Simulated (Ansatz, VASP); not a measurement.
## SnAs: VASP beside Ansatz

Wanted: the spread between two codes on one cell, functional and k mesh. The cell is taken from a series of runs on this material, whose earlier steps may have relaxed, scaled, displaced or heated it; both programs get it as it stands.

Method: plane waves, with VASP 6.6.1 beside it; relaxation of cell and atoms at LDA and elastic constants at LDA, in Ansatz 0.2.0.

### 1. The starting structure

Symmetry: Fm-3m, No. 225, cubic system. The conventional cell has a = 5.670 Å, b = 5.670 Å, c = 5.670 Å, α = 90.00°, β = 90.00°, γ = 90.00°. Sn has 6 As at 2.83 Å nearest. Nearest to As lie 6 Sn at 2.83 Å. Farther neighbours are not listed.

### 2. Ansatz: relaxation of cell and atoms, LDA

Ansatz runs on its default PAW (the set named soft_2) files.

The relaxed volume is the usual yardstick between codes: in a stiff, nearly cubic crystal its relative difference is about their pressure difference at one cell divided by the bulk modulus.

Input file input.yaml:

```yaml
crystal:
  lattice:
    - [0.0, 2.8349610218, 2.8349610218]
    - [2.8349610218, 0.0, 2.8349610218]
    - [2.8349610218, 2.8349610218, 0.0]
  atoms:
    - { symbol: Sn, position: [0.5, 0.5, 0.5] }
    - { symbol: As, position: [0.0, 0.0, 0.0] }
kpoints:
  mp_grid: { grid: [16, 16, 16] }
hamiltonian:
  xc: lda
scf:
  occupations: { method: fermi_dirac, width: 0.15 }
output:
  forces: true
  stress: true
  eigenvalues: true
relax:
  adjacent_minimum: "off"
  f_tol: 0.001
  max_steps: 60
  cell: { stress_tol: 0.01 }
```

The run is started by

```sh
$ ansatz run input.yaml --threads 8 --pin off --max-ram 14336MiB --backend cpu --events-out ev --progress --plain --runs-dir out
```

Numbers of over 12 decimals in the logs are rounded to 6 here.

The program printed:

```text
Engine: ansatz 0.2.0, aarch64-unknown-linux-gnu
Pseudopotentials: kind: paw
Pseudopotential: Sn, paw, valence charge 14, recommended cutoff 420 eV (normal), Sn.paw.azcp
Pseudopotential: As, paw, valence charge 15, recommended cutoff 420 eV (normal), As.paw.azcp
Functional definition: SPW92
  exchange = slater_x
  correlation = pw_c
Crystal: 2 atoms, lattice volume = 45.569 Å³
Basis set: ecut = 420 eV, 893 PW (Γ)
Bands: 19, of which v1, the nominal top of the filled ones, is band 15 counted from 1 (14 counted from 0)
Symmetry: 48 space group operations
Space group: Fm-3m (ITA 225), of the structure as read, at distance tolerance 3.6e-5 Å
k-points: 145 of 4096
Non-local potential: Sn, projectors of the file, l = 0: 2, l = 1: 2, l = 2: 2, l = 3: 2
Non-local potential: As, projectors of the file, l = 0: 2, l = 1: 2, l = 2: 3, l = 3: 1
PAW form: soft (Blöchl's): semilocal exchange-correlation on the pseudo side does not see the compensation charge
PAW frozen core: Sn, regenerated for the run's functional, and the local potential with it (the file was generated under x = pbe(κ = 0.804, μ = 0.219515), c = pbe(β = 0.066725))
PAW frozen core: As, regenerated for the run's functional, and the local potential with it (the file was generated under x = pbe(κ = 0.804, μ = 0.219515), c = pbe(β = 0.066725))
PAW one-centre angular grid: Sn, 590 points (default); XC on 64 Gauss nodes
PAW one-centre angular grid: As, 590 points (default); XC on 64 Gauss nodes
Initial density: superposition of atomic densities (neutral atoms: chi_scale 0, normalization atom), corrected by the library's trained network
Initial wavefunctions: pseudopotential atomic-orbital guess
Functional: x = slater, c = lda
SCF iter   1: F=—  HF=-10653.414146 eV  |F-HF|=—  |Δ(HF+E_count)|=         —  Δρ=6.07e-3  dr2=8.74e-3  ethr=1.77e-3  ⟨swp⟩=5.2  Hψ=12869  notcnv=0
preconditioner: auto → Kerker (q_TF=auto, 2.530 Å⁻¹)  [metal: Δε(μ)=0.137 eV  Ē_g=18.404 eV  σ=0.150 eV  W_gap=0.22  n_scr=14 (ndim 8)  ℏωp=24.0 eV  f_vac=0.000  D(μ)=0.69/eV (n_scr^D=0)]
SCF iter   2: F=—  HF=-10653.409971 eV  |F-HF|=—  |Δ(HF+E_count)|=   4.18e-3  Δρ=3.46e-3  dr2=3.12e-3  ethr=3.01e-5  ⟨swp⟩=1.5  Hψ=4328  notcnv=0
SCF iter   3: F=—  HF=-10653.408989 eV  |F-HF|=—  |Δ(HF+E_count)|=   9.82e-4  Δρ=6.19e-4  dr2=2.47e-4  ethr=1.08e-5  ⟨swp⟩=2.0  Hψ=3480  notcnv=0
SCF iter   4: F=—  HF=-10653.408903 eV  |F-HF|=—  |Δ(HF+E_count)|=   8.64e-5  Δρ=2.42e-4  dr2=3.04e-5  ethr=8.51e-7  ⟨swp⟩=2.0  Hψ=4854  notcnv=0
SCF iter   5: F=—  HF=-10653.408889 eV  |F-HF|=—  |Δ(HF+E_count)|=   1.40e-5  Δρ=5.65e-5  dr2=1.85e-6  ethr=1.05e-7  ⟨swp⟩=2.0  Hψ=4844  notcnv=0
SCF iter   6: F=—  HF=-10653.408887 eV  |F-HF|=—  |Δ(HF+E_count)|=   1.07e-6  Δρ=3.06e-5  dr2=4.39e-7  ethr=6.36e-9  ⟨swp⟩=2.0  Hψ=4524  notcnv=0
SCF iter   7: F=-10653.408887 eV  HF=-10653.408887 eV  |F-HF|=1.52e-8  |Δ(HF+E_count)|=   2.43e-7  Δρ=8.29e-6  dr2=2.17e-8  ethr=3.45e-10  ⟨swp⟩=3.0  Hψ=11014  notcnv=0
SCF 1 converged in 7 iterations: F = -10653.408887 eV  dr2 = 2.17e-8
  greatest PAW one-centre occupation: 0.999 electrons in one spin orbital (limit 2), on the As atom at site 1 (counted from 0), in its partial waves of l = 2
relax step   1: F+E_penalty+E_count = -10653.40888719 eV  Δ(F+E_penalty+E_count) = +0.000e0 eV  max|allowed force component| = 6.258e-29 eV/Å  Δτ_max = 0.0000 Å  P = +0.104 GPa  Ω = 45.569 Å³  (7 SCF iters, dr2 threshold 1.00e-7 eV, accepted)
[...]
relax step   2: F+E_penalty+E_count = -10653.40885553 eV  Δ(F+E_penalty+E_count) = +3.166e-5 eV  max|allowed force component| = 2.820e-29 eV/Å  Δτ_max = 0.0000 Å  P = -0.104 GPa  Ω = 45.694 Å³  energy of the carried Pulay correction = -3.144e-5 eV  (5 SCF iters, dr2 threshold 2.71e-8 eV, rejected (line search))
[...]
relax step   3: F+E_penalty+E_count = -10653.40889163 eV  Δ(F+E_penalty+E_count) = -4.445e-6 eV  max|allowed force component| = 1.479e-29 eV/Å  Δτ_max = 0.0000 Å  P = -0.000 GPa  Ω = 45.631 Å³  energy of the carried Pulay correction = -1.571e-5 eV  (7 SCF iters, accepted)
[...]
relax step   4: F+E_penalty+E_count = -10653.40890793 eV  Δ(F+E_penalty+E_count) = -1.629e-5 eV  max|allowed force component| = 1.026e-29 eV/Å  Δτ_max = 0.0000 Å  P = -0.000 GPa  Ω = 45.631 Å³  stress off target by 2.85e-4 GPa  SCF on the basis re-selected at this cell (its energy is not comparable with the rows above)  (5 SCF iters)
basis re-selected at this cell: Δ(F+E_penalty+E_count) = -1.629e-5 eV, ΔP = -0.000 GPa vs the last step (what re-selecting the basis moved, of the pressure what is left beyond the Pulay correction that the steps carried, after the strain that the cell walked since its last selection, with what the two solves' SCF thresholds leave and, on support functions, any second-order correction that the steps lacked; it is no m [...]
SCF converged after 5 iterations
Free energy (F): -10653.408908 eV
Harris-Foulkes:  -10653.408908 eV  (|F-HF|=0.00e0)
Internal energy: -10653.356617 eV  (E = F + TS)
E sigma→0 (E₀):  -10653.382762 eV
Entropy (-TS):   -0.052291 eV (-26.146 meV/atom)
Fermi energy:    11.154045 eV
--- Per-component energies (eV) ---
  E_band       = -296.007129
  E_kinetic    = 292.700122
  E_local      = -2446.024009  (includes V_loc(G=0)·N_el)
  E_nonlocal   = -693.280165
  E_hartree    = 1428.959752
  E_xc         = -458.969993
  E_vxc        = -179.451468  (∫ρ·V_xc dr)
  E_paw        = -5748.380842  (= ΣΔE_a)
  E_vpaw       = -127.871097  (= ΣTr[D̂ρ^β])
  E_aug_tail   = 0.000007  (compensation charges beyond the density's cutoff)
  E_ewald      = -3030.861618
  E_core_change = 2.500128  (= ΣΔE_core)
  E_smearing   = -0.052291  (= −TS)
  E_closure    = 0.000000  (closes the sum)
  Σ components = -10653.408908   (vs F -10653.408908, Δ=0.00e0)
--- Forces (eV/Å), atoms counted from 1 ---
  atom   1  Sn     0.00000000     0.00000000     0.00000000
  atom   2  As     0.00000000     0.00000000    -0.00000000
  max |Σ_I F_I| component: 3.00e-29 eV/Å
--- Stress (GPa, compression-positive) ---
       -0.000285      -0.000000       0.000000
        0.000000      -0.000285      -0.000000
       -0.000000      -0.000000      -0.000285
  P = ⅓ Tr σ = -0.0003 GPa (-0.003 kbar)
--- Band table (eV; the first three rows and the last of 145) ---
  k-point 0: bands = [... 11 lower, 8.5324, 10.0648, 10.0648, 10.0648, 16.7181, 16.7181, 16.7181, 17.3023]
  k-point 1: bands = [... 11 lower, 8.0553, 10.0701, 10.0701, 10.4490, 16.3628, 16.3830, 16.3830, 17.3143]
  k-point 2: bands = [... 11 lower, 7.1602, 10.0888, 10.0888, 11.0570, 15.6929, 15.6929, 15.7485, 17.2894]
  k-point 144: bands = [... 11 lower, 3.9722, 6.2341, 6.2341, 12.1281, 13.3702, 17.2325, 17.2325, 20.1671]
--- Relaxed structure (3 steps of the walk, 2 accepted, 1 SCFs on fresh bases) ---
  F+E_penalty+E_count = -10653.40890793 eV   max|allowed force component| = 1.026e-29 eV/Å   (the final SCF, on the basis selected at the relaxed cell)
  cell:  # Å, volume = 45.6314 Å³
    - [0, 2.836250, 2.836250]
    - [2.836250, 0, 2.836250]
    - [2.836250, 2.836250, 0]
  atoms:
    - { symbol: Sn, position: [0.5, 0.5, 0.5] }
    - { symbol: As, position: [0, 0, 0] }
```

The column dr2 measures how far the density is from self-consistency, as an energy; F and HF (Harris–Foulkes) agree once it is small.

### 3. VASP: relaxation of cell and atoms, LDA

The same cell, functional (in two slightly different forms), mesh and smearing now go to VASP, with its own data sets.

Lines of VASP's logs that name or quote its potential files are left out, and so is its time.

Input file INCAR:

```
SYSTEM = SnAs
PREC = Accurate
ENCUT = 500
EDIFF = 1E-07
NELM = 120
ISMEAR = -1
SIGMA = 0.15
LREAL = .FALSE.
ALGO = Normal
GGA = CA
NBANDS = 15
LORBIT = 11
LWAVE = .FALSE.
LCHARG = .FALSE.
ISIF = 3
IBRION = 2
NSW = 80
EDIFFG = -0.005
LASPH = .TRUE.
GGA_COMPAT = .FALSE.
NELMIN = 4
KPAR = 2
```

Input file POSCAR:

```
SnAs
1.0
    0.0000000000      2.8349610000      2.8349610000
    2.8349610000      0.0000000000      2.8349610000
    2.8349610000      2.8349610000      0.0000000000
Sn As
1 1
Direct
    0.5000000000      0.5000000000      0.5000000000
    0.0000000000      0.0000000000      0.0000000000
```

Input file KPOINTS:

```
Automatic mesh
0
Gamma
16 16 16
0 0 0
```

PAW data sets: Sn_d and As (LDA family, release 64).

The run is started by

```sh
$ mpirun -np 2 vasp_std
```

The program printed:

```text
[banner, memory and clock lines left out]
running    2 mpi-ranks, on    1 nodes
 distrk:  each k-point on    1 cores,    2 groups
 distr:  one band on    1 cores,    1 groups

 POSCAR found type information on POSCAR SnAs
 POSCAR found :  2 types and       2 ions
 LDA part: xc-table for (Slater(with rela. corr.)+CA(PZ))
 , standard interpolation
 POSCAR, INCAR and KPOINTS ok, starting setup
 FFT: planning ... GRIDC
 FFT: planning ... GRID_SOFT
 FFT: planning ... GRID
 WAVECAR not read
 entering main loop
       N       E                     dE             d eps       ncg     rms          rms(c)
DAV:   1     0.107820831444E+03    0.10782E+03   -0.94855E+03  4406   0.160E+03
DAV:   2    -0.176688968438E+01   -0.10959E+03   -0.10691E+03  4770   0.367E+02
DAV:   3    -0.100313331119E+02   -0.82644E+01   -0.81767E+01  5589   0.839E+01
DAV:   4    -0.102062020296E+02   -0.17487E+00   -0.17481E+00  4889   0.135E+01
DAV:   5    -0.102111642475E+02   -0.49622E-02   -0.49621E-02  6061   0.226E+00    0.296E+00
DAV:   6    -0.101001147636E+02    0.11105E+00   -0.19877E-01  6608   0.449E+00    0.176E+00
DAV:   7    -0.100886449205E+02    0.11470E-01   -0.44823E-02  5904   0.151E+00    0.574E-01
DAV:   8    -0.100868494541E+02    0.17955E-02   -0.40361E-03  5442   0.720E-01    0.743E-02
DAV:   9    -0.100867910420E+02    0.58412E-04   -0.36188E-04  5761   0.216E-01    0.635E-02
DAV:  10    -0.100867916823E+02   -0.64028E-06   -0.27800E-05  5324   0.383E-02    0.338E-02
DAV:  11    -0.100867903817E+02    0.13006E-05   -0.63573E-06  6666   0.230E-02    0.904E-03
DAV:  12    -0.100867904172E+02   -0.35430E-07   -0.11284E-06  5715   0.131E-02    0.294E-03
DAV:  13    -0.100867904144E+02    0.27853E-08   -0.27846E-08  3106   0.165E-03
   1 F= -.10086790E+02 E0= -.10060823E+02  d E =-.100868E+02
 curvature:   0.00 expect dE= 0.000E+00 dE for cont linesearch  0.000E+00
 trial: gam= 0.00000 g(F)=  0.101E-58 g(S)=  0.448E-03 ort = 0.000E+00 (trialstep = 0.100E+01)
 search vector abs. value=  0.448E-03
 bond charge predicted
       N       E                     dE             d eps       ncg     rms          rms(c)
DAV:   1    -0.100920055751E+02   -0.52152E-02   -0.10965E-01  5470   0.575E+00    0.390E-01
DAV:   2    -0.100879391966E+02    0.40664E-02   -0.66375E-03  5428   0.151E+00    0.174E-01
DAV:   3    -0.100869426021E+02    0.99659E-03   -0.27865E-03  5588   0.903E-01    0.251E-02
DAV:   4    -0.100869182499E+02    0.24352E-04   -0.11232E-04  4980   0.119E-01    0.124E-02
DAV:   5    -0.100869061926E+02    0.12057E-04   -0.77060E-06  6770   0.275E-02    0.327E-03
DAV:   6    -0.100869055298E+02    0.66283E-06   -0.14115E-06  5757   0.195E-02    0.134E-03
DAV:   7    -0.100869055015E+02    0.28317E-07   -0.73759E-08  2938   0.305E-03
   2 F= -.10086906E+02 E0= -.10060708E+02  d E =-.115087E-03
 trial-energy change:   -0.000115  1 .order   -0.000109   -0.000448    0.000231
 step:   0.6726(harm=  0.6602)  dis= 0.00000  next Energy=   -10.086943 (dE=-0.153E-03)
 bond charge predicted
       N       E                     dE             d eps       ncg     rms          rms(c)
DAV:   1    -0.100874934838E+02   -0.58795E-03   -0.11659E-02  5470   0.186E+00    0.128E-01
DAV:   2    -0.100870561731E+02    0.43731E-03   -0.71653E-04  5428   0.500E-01    0.569E-02
DAV:   3    -0.100869497574E+02    0.10642E-03   -0.29463E-04  5552   0.295E-01    0.830E-03
DAV:   4    -0.100869471251E+02    0.26323E-05   -0.11896E-05  4889   0.385E-02    0.409E-03
DAV:   5    -0.100869458335E+02    0.12917E-05   -0.82891E-07  6656   0.905E-03    0.102E-03
DAV:   6    -0.100869457656E+02    0.67818E-07   -0.12337E-07  2959   0.583E-03
   3 F= -.10086946E+02 E0= -.10060824E+02  d E =-.155351E-03
 curvature:  -0.33 expect dE=-0.146E-06 dE for cont linesearch -0.146E-06
 trial: gam= 0.00000 g(F)=  0.704E-59 g(S)=  0.443E-06 ort =-0.141E-04 (trialstep = 0.935E+00)
 search vector abs. value=  0.443E-06
 reached required accuracy - stopping structural energy minimisation
```

Parts of OUTCAR (step 3):

```text
ion  position               nearest neighbor table
   1  0.500  0.500  0.500-   2 2.83   2 2.83   2 2.83   2 2.83   2 2.83   2 2.83
   2  0.000  0.000  0.000-   1 2.83   1 2.83   1 2.83   1 2.83   1 2.83   1 2.83

  LATTYP: Found a face centered cubic cell.
 ALAT       =     5.6699220000

 Subroutine GETGRP returns: Found 48 space group operations
 (whereof 48 operations were pure point group operations)

The static configuration has the point symmetry O_h .

 Found    145 irreducible k-points:

   k-points           NKPTS =    145   k-points in BZ     NKDIM =    145   number of bands    NBANDS=     15

   dimension x,y,z NGX =    30 NGY =   30 NGZ =   30
   dimension x,y,z NGXF=    60 NGYF=   60 NGZF=   60

   ENCUT  =  500.0 eV  36.75 Ry    6.06 a.u.   7.31  7.31  7.31*2*pi/ulx,y,z

   NELECT =      19.0000    total number of electrons

 k-points in reciprocal lattice and weights: Automatic mesh
   0.00000000  0.00000000  0.00000000       0.000
   0.06250000  0.00000000  0.00000000       0.002
   0.12500000  0.00000000  0.00000000       0.002
   0.18750000  0.00000000  0.00000000       0.002
   0.25000000  0.00000000  0.00000000       0.002
   0.31250000  0.00000000  0.00000000       0.002
   0.37500000  0.00000000  0.00000000       0.002
   0.43750000  0.00000000  0.00000000       0.002
   0.50000000  0.00000000  0.00000000       0.001
[...]
-0.31250000  0.50000000  0.18750000       0.003
  -0.25000000  0.50000000  0.25000000       0.001

 average (electrostatic) potential at core
       1 -99.6141       2 -50.7575

 E-fermi :   7.1720

 k-point     1 :       0.0000    0.0000    0.0000
  band No.  band energies     occupation
    ...
      6      -6.1791      2.00000
      7       4.5912      2.00000
      8       6.0793      1.99863
      9       6.0793      1.99863
     10       6.0793      1.99863
     11      12.7197      0.00000
     12      12.7197      0.00000
     13      12.7197      0.00000
     14      13.2875      0.00000
     15      13.2875      0.00000

 k-point     2 :       0.0625    0.0000    0.0000
  band No.  band energies     occupation
    ...
      6      -6.1310      2.00000
      7       4.1060      2.00000
      8       6.0846      1.99858
      9       6.0846      1.99858
     10       6.4715      1.98143
     11      12.3641      0.00000
     12      12.3835      0.00000
     13      12.3835      0.00000
     14      13.3040      0.00000
     15      13.4192      0.00000

 k-point     3 :       0.1250    0.0000    0.0000
  band No.  band energies     occupation
    ...
      6      -5.9876      2.00000
      7       3.2054      2.00000
      8       6.1032      1.99839
      9       6.1032      1.99839
     10       7.0843      1.28415
     11      11.6934      0.00000
     12      11.6934      0.00000
     13      11.7534      0.00000
     14      13.2822      0.00000
     15      13.7321      0.00000

  Total       -0.0024739     -0.0024739     -0.0024739      0.0000000      0.0000000     -0.0000000
  in kB       -0.0866484     -0.0866484     -0.0866484      0.0000000      0.0000000     -0.0000000
  external PRESSURE =      -0.0866484 kB  Pullay stress =       0.0000000 kB

  energy-cutoff  :      500.00
  volume of cell :       45.74
      direct lattice vectors                 reciprocal lattice vectors
    -0.000000000  2.838580112  2.838580112    -0.176144403  0.176144403  0.176144403
     2.838580112  0.000000000  2.838580112     0.176144403 -0.176144403  0.176144403
     2.838580112  2.838580112 -0.000000000     0.176144403  0.176144403 -0.176144403

 POSITION                                       TOTAL-FORCE (eV/Angst)
 -----------------------------------------------------------------------------------
      2.83858      2.83858      2.83858         0.000000      0.000000     -0.000000
     -0.00000      0.00000      0.00000        -0.000000     -0.000000      0.000000
 -----------------------------------------------------------------------------------
    total drift:                                0.000000      0.000000      0.000000

  FREE ENERGIE OF THE ION-ELECTRON SYSTEM (eV)
  ---------------------------------------------------
  free  energy   TOTEN  =       -10.0869457656 eV

  energy  without entropy=      -10.0347030497  energy(sigma->0) =      -10.06082441

 reached required accuracy - stopping structural energy minimisation

 total charge
# of ion       s       p       d       tot
------------------------------------------
    1        1.241   0.980  10.017  12.237
    2        1.273   1.460   0.036   2.769
--------------------------------------------------
tot          2.513   2.440  10.053  15.006

[... 3 further parts left out ...]
```

CONTCAR:

```
SnAs
   1.00000000000000
    -0.0000000000000000    2.8385801123918011    2.8385801123918011
     2.8385801123918011    0.0000000000000000    2.8385801123918011
     2.8385801123918011    2.8385801123918011   -0.0000000000000000
  Sn              As
     1     1
Direct
     0.5000000000000000    0.5000000000000000    0.5000000000000000
     0.0000000000000000    0.0000000000000000    0.0000000000000000
```

The run keeps the 48 symmetry operations of its start, so it cannot find a distortion of lower symmetry.

### 4. Differences

Known differences besides the potentials themselves: the two LDA forms differ slightly; the data sets hold 29 valence electrons in Ansatz (on its default PAW (the set named soft_2) files) and 19 in VASP; the cutoff is 420 eV in Ansatz and 500 eV in VASP; VASP's log shows a relativistic correction to its local exchange, Ansatz's none; Ansatz adds a Pulay correction to the stress that steers its cell, VASP none. Total energies have different zeros and are not compared.

Both answers:

| quantity | Ansatz | VASP | difference |
| --- | --- | --- | --- |
| volume (Å³) | 45.63 | 45.74 | -0.25 % |
| edge a after relaxation, in the typed setting (Å) | 4.011 | 4.014 | -0.08 % |

(Part 1 of 2 ends here.)

[Lines on the potential files, build, host, timing and source positions are cut from VASP's logs without a mark.]

[Logs are printed without paths, hosts, clocks, repeated set-up lines and the standing remarks that a program may print on its own settings, such as how far it seeks lower states.]

[Hosts, paths, dates, database ids (printed as entryN), source tags and the programs' standing remarks are cut or masked in the printed files.]
